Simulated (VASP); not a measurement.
Data:

```
Au4Lu
1.0
   -3.34302     3.34302     2.06632
    3.34302    -3.34302     2.06632
    3.34302     3.34302    -2.06632
Lu Au
1 4
Direct
  0.00000   0.00000   0.00000
  0.20015   0.39883   0.59898
  0.79985   0.60117   0.40102
  0.39883   0.79985   0.19868
  0.60117   0.20015   0.80132
```

Computed with PBEsol GGA, VASP's PBE PAW potentials (set 64) (plane waves; VASP 6.6.1). Settings: 300 eV cut-off, 6×6×6 Γ-centred mesh, Fermi-Dirac smearing of 0.10 eV, potentials Lu_3 Au.

At this cut-off the stress carries a Pulay error, which pulls relaxed volumes low.

**Question.** Give the stress tensor in GPa (positive for a compressed cell).

**Answer.** 
```
-4.67   0.00   0.00
 0.00  -4.67   0.00
 0.00   0.00  -4.55
```
The pressure is its mean diagonal, -4.63 GPa.

The structure comes from a computed database's LuAu4 entry (I4/m); how it stands against other phases isn't given here. The cell was not relaxed at this level. The electron count is odd and the run is not spin-polarised, which forces a metal.
